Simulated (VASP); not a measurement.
Given:

```xyz
3
Lattice="0.0000 3.7288 3.7288 3.7288 0.0000 3.7288 3.7288 3.7288 0.0000" Properties=species:S:1:pos:R:3 pbc="T T T"
K      1.8644     1.8644     1.8644
K      5.5932     5.5932     5.5932
S      7.4576     3.7288     3.7288
```

Computed with PBE GGA, VASP's PBE PAW potentials (set 64) (plane waves; VASP 6.6.1). Settings: 520 eV cut-off, 5×5×5 Γ-centred mesh, Gaussian smearing of 0.050 eV, potentials K_sv S.

### Question
Estimate the energy per atom (σ→0).

### Answer

The energy per atom (σ→0) is -3.140 eV/atom.

Total energies compare only between runs with the same potentials, cut-off and functional.

The compound is K2S in the antifluorite structure. It was relaxed first.
